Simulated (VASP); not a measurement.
An input for Ansatz (written as the equivalent of a VASP run, and not itself run):

Ansatz 0.2 input:
```yaml
crystal:
  lattice:
    - [1.6437418, -2.8470441, 0.0000000]
    - [1.6437418, 2.8470441, 0.0000000]
    - [0.0000000, 0.0000000, 5.1056893]
  atoms:
    - { symbol: Sc, position: [0.3333330, 0.6666670, 0.2500000] }
    - { symbol: Sc, position: [0.6666670, 0.3333330, 0.7500000] }
kpoints:
  mp_grid: { grid: [14, 14, 8] }
hamiltonian:
  xc: pbe
  dispersion: d4
  pseudopotentials: { kind: paw }
scf:
  occupations: { method: tetrahedron }
  max_iter: 100
output: { forces: true, stress: true, eigenvalues: true }
```

**Question.** Write the VASP files for the same calculation (PBE-D4).

**Answer.** This is not unique; one that fits is 
### INCAR
```
SYSTEM = Sc
PREC = Accurate
ENCUT = 520
EDIFF = 1E-7
NELM = 100
ALGO = Normal
LREAL = .FALSE.
LASPH = .TRUE.
ISMEAR = -5
GGA = PE
IVDW = 13
LMAXMIX = 4
LWAVE = .FALSE.
LCHARG = .TRUE.
LORBIT = 11
NEDOS = 601
ISIF = 2
```

POSCAR:
```
Sc
1
    1.6437417526    -2.8470441453    -0.0000000000
    1.6437417526     2.8470441453     0.0000000000
    0.0000000000    -0.0000000000     5.1056892749
Sc
2
Direct
  0.3333330000   0.6666670000   0.2500000000
  0.6666670000   0.3333330000   0.7500000000
```

**KPOINTS**
```
Automatic mesh
0
Gamma
14 14 8
0 0 0
```

POTCAR, in this order: Sc_sv (PBE.64 set). Program: vasp_std.

The two are equivalent in intent, not identical: each code has its own PAW files, so the cut-off isn't converted (ENCUT is set for VASP's; basis.ecutwfc is left out, and Ansatz then takes the one that its files recommend); Ansatz stops its SCF on the density residual and VASP on the energy change (EDIFF).

The compound is Sc in the hcp structure. It was relaxed first.
